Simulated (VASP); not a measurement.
A VASP calculation is set up with these files.

POSCAR:
```
TeW
1
    0.0000000000     3.0144170000     3.0144170000
    3.0144170000     0.0000000000     3.0144170000
    3.0144170000     3.0144170000     0.0000000000
Te W
1 1
Direct
  0.0000000000   0.0000000000   0.0000000000
  0.5000000000   0.5000000000   0.5000000000
```

### INCAR
```
SYSTEM=TeW
PREC=Accurate; ENCUT=400; LREAL=F
LASPH=T
EDIFF=1E-6; NELM=100; ALGO=Normal
LMAXMIX=6
ISMEAR=0; SIGMA=0.05
GGA=PE
LDAUL=-1 2
LDAUU=0 3.0
LDAUJ=0 0
LDAU=T; LDAUTYPE=2; LDAUPRINT=1
ISIF=2
LWAVE=F; LCHARG=F; LORBIT=10
```

KPOINTS:
```
kpoints
0
G
  7 7 7
```

POTCAR, in this order: Te W_sv (PBE.64 set). Program: vasp_std.

Question: Translate this PBE+U calculation to Ansatz.

Answer: One equivalent input (not run):
Ansatz 0.2 input:
```yaml
crystal:
  lattice:
    - [0.0000000, 3.0144170, 3.0144170]
    - [3.0144170, 0.0000000, 3.0144170]
    - [3.0144170, 3.0144170, 0.0000000]
  atoms:
    - { symbol: Te, position: [0.0000000, 0.0000000, 0.0000000] }
    - { symbol: W, position: [0.5000000, 0.5000000, 0.5000000] }
kpoints:
  mp_grid: { grid: [7, 7, 7] }
hamiltonian:
  xc: pbe
  pseudopotentials: { kind: paw }
  hubbard:
    sites:
      - { species: W, l: d, u_eff: 3 }
scf:
  occupations: { method: gaussian, width: 0.05 }
  max_iter: 100
output: { forces: true, stress: true, eigenvalues: true }
```
Limits of the translation: each code has its own PAW files, so the cut-off isn't converted (ENCUT is set for VASP's; basis.ecutwfc is left out, and Ansatz then takes the one that its files recommend); Ansatz stops its SCF on the density residual and VASP on the energy change (EDIFF); the +U projectors differ, so the same U acts differently.

The structure was generated: TeW was put into the rocksalt type (Fm-3m), which need not be its known phase. The cell was not relaxed at this level. The run is one of a series of settings (LDAU = .TRUE., LDAUJ = 0 0, LDAUL = -1 2, LDAUTYPE = 2, LDAUU = 0 3.0 against the base run), some of them coarse on purpose.
